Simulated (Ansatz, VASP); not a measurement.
# ZnB2H in VASP and in Ansatz

```
Zn B H
1.0
     1.82194   -2.26554    0.00000
     1.82194    2.26554    0.00000
     0.00000    0.00000    4.53985
Zn B H
1 2 1
Direct
  0.00000 0.00000 0.00000
  0.35407 0.64593 0.00000
  0.64593 0.35407 0.00000
  0.50000 0.50000 0.50000
```

Alike in both runs: task single point; functional PBE; k mesh 6 × 6 × 4; occupations gaussian, width 0.1 eV; no spin polarisation.

```csv
,VASP,Ansatz
version,VASP 6.6.1,Ansatz 0.2.0
potentials or method,"VASP PAW PBE potentials, release 64 (Zn, B, H)","scalar-relativistic, plane waves, PAW"
plane-wave cutoff (eV),520,420
valence electrons in the cell,19,19
```

```tsv
	VASP	Ansatz	Ansatz less VASP
gap on the k mesh at the Fermi level (eV)	none	none	-
rms of the force components (eV/Å)	0.323	0.358	+0.0349
```

Atom by atom the forces differ by 0.035 eV/Å (rms over components). A gap of «none» marks a metal or a gap that the smearing closes.

Caveats: the k mesh is coarse (spacing up to 0.37 Å⁻¹), so the values aren't converged.
